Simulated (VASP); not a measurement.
Output of a VASP run:

File OSZICAR:
```
       N       E                     dE             d eps       ncg     rms          rms(c)
DAV:   1     0.181355084236E+02    0.18136E+02   -0.80187E+03  3193   0.149E+03
DAV:   2    -0.720619218436E+02   -0.90197E+02   -0.87132E+02  3419   0.341E+02
DAV:   3    -0.737275458019E+02   -0.16656E+01   -0.16494E+01  3609   0.455E+01
DAV:   4    -0.737356767730E+02   -0.81310E-02   -0.81192E-02  3492   0.342E+00
DAV:   5    -0.737357338060E+02   -0.57033E-04   -0.57032E-04  3546   0.293E-01    0.275E+01
DAV:   6    -0.690580839439E+02    0.46776E+01   -0.21805E+00  3292   0.221E+01    0.667E+00
DAV:   7    -0.698289730620E+02   -0.77089E+00   -0.18975E-01  3232   0.678E+00    0.300E+00
DAV:   8    -0.692032527575E+02    0.62572E+00   -0.40887E-01  3229   0.963E+00    0.203E+00
DAV:   9    -0.696205068240E+02   -0.41725E+00   -0.77008E-02  3274   0.343E+00    0.770E-01
DAV:  10    -0.696279576355E+02   -0.74508E-02   -0.48210E-02  3250   0.265E+00    0.745E-01
DAV:  11    -0.696638627263E+02   -0.35905E-01   -0.25265E-02  3201   0.189E+00    0.426E-01
DAV:  12    -0.696272931554E+02    0.36570E-01   -0.16897E-01  3226   0.475E+00    0.411E-01
DAV:  13    -0.696341167807E+02   -0.68236E-02   -0.24807E-02  3238   0.217E+00    0.158E-01
DAV:  14    -0.696339320554E+02    0.18473E-03   -0.12550E-02  3229   0.133E+00    0.214E-01
DAV:  15    -0.696355613644E+02   -0.16293E-02   -0.10203E-03  3507   0.462E-01    0.188E-01
DAV:  16    -0.696333102154E+02    0.22511E-02   -0.12044E-03  3199   0.474E-01    0.117E-01
DAV:  17    -0.696325776518E+02    0.73256E-03   -0.77992E-04  3253   0.374E-01    0.109E-01
DAV:  18    -0.696322298624E+02    0.34779E-03   -0.15494E-04  3289   0.162E-01    0.802E-02
DAV:  19    -0.696319256177E+02    0.30424E-03   -0.22293E-04  3298   0.173E-01    0.405E-02
DAV:  20    -0.696318969018E+02    0.28716E-04   -0.95963E-05  3280   0.128E-01    0.156E-02
DAV:  21    -0.696318823718E+02    0.14530E-04   -0.63983E-06  3409   0.341E-02    0.815E-03
DAV:  22    -0.696318816208E+02    0.75105E-06   -0.38532E-06  3241   0.285E-02    0.302E-03
DAV:  23    -0.696318834472E+02   -0.18264E-05   -0.32441E-06  3214   0.240E-02    0.180E-03
DAV:  24    -0.696318785780E+02    0.48692E-05   -0.28198E-07  3264   0.809E-03    0.831E-04
DAV:  25    -0.696318795727E+02   -0.99471E-06   -0.34776E-08  1736   0.294E-03    0.601E-04
DAV:  26    -0.696318798811E+02   -0.30840E-06   -0.67766E-08  2007   0.349E-03    0.380E-04
DAV:  27    -0.696318796453E+02    0.23581E-06   -0.96074E-09  1643   0.139E-03    0.375E-04
DAV:  28    -0.696318798196E+02   -0.17429E-06   -0.27401E-09  1607   0.712E-04    0.279E-04
DAV:  29    -0.696318798725E+02   -0.52931E-07   -0.24620E-09  1610   0.677E-04
   1 F= -.69631880E+02 E0= -.69631709E+02  d E =-.511749E-03
```

OUTCAR:
```
------------------------ aborting loop because EDIFF is reached ----------------------------------------
  FORCE on cell =-STRESS in cart. coord.  units (eV):
  Direction    XX          YY          ZZ          XY          YZ          ZX
  --------------------------------------------------------------------------------------
  Total        2.0909135      2.0909135      2.0909135      0.0000000      0.0000000     -0.0000000
  in kB      227.2924910    227.2924910    227.2924910      0.0000000      0.0000000     -0.0000000
  external PRESSURE =     227.2924910 kB  Pullay stress =       0.0000000 kB
  volume of cell :       14.74
      direct lattice vectors                 reciprocal lattice vectors
    -1.544544842  1.544544842  1.544544842     0.000000000  0.323719963  0.323719963
     1.544544842 -1.544544842  1.544544842     0.323719963  0.000000000  0.323719963
     1.544544842  1.544544842 -1.544544842     0.323719963  0.323719963  0.000000000
 POSITION                                       TOTAL-FORCE (eV/Angst)
 -----------------------------------------------------------------------------------
      0.00000      0.00000      0.00000        -0.000000      0.000000     -0.000000
 -----------------------------------------------------------------------------------
    total drift:                                0.000000     -0.000000      0.000000
  FREE ENERGIE OF THE ION-ELECTRON SYSTEM (eV)
  ---------------------------------------------------
  free  energy   TOTEN  =       -69.6318798725 eV

  energy  without entropy=      -69.6313681235  energy(sigma->0) =      -69.63170929
```
(Selected blocks of OUTCAR.)

**POSCAR**
```
W
1
   -1.5445448424     1.5445448424     1.5445448424
    1.5445448424    -1.5445448424     1.5445448424
    1.5445448424     1.5445448424    -1.5445448424
W
1
Direct
  0.0000000000   0.0000000000   0.0000000000
```

**Question.** Reconstruct the remaining input files.

**Answer.** Several could match; the one computed here: the input of the run itself, SCAN meta-GGA, plane waves, VASP's PBE PAW potentials (set 64).

**INCAR**
```
! general
SYSTEM  = W
PREC    = Accurate
ENCUT   = 520
LREAL   = .FALSE.
LASPH   = .TRUE.

! electronic loop
EDIFF   = 1E-7
NELM    = 100
ALGO    = Normal
LMAXMIX = 6
LMIXTAU = .TRUE.

! smearing
ISMEAR  = 1
SIGMA   = 0.1

! functional
METAGGA = SCAN

! ions
ISIF    = 2

! output
LWAVE   = .FALSE.
LCHARG  = .FALSE.
```

KPOINTS:
```
Automatic mesh
0
G
16 16 16
0 0 0
```

POTCAR, in this order: W_sv (PBE.64 set). Program: vasp_std.

The compound is W in the bcc structure. This cell is one point of a volume scan, at 0.94 of the reference volume.
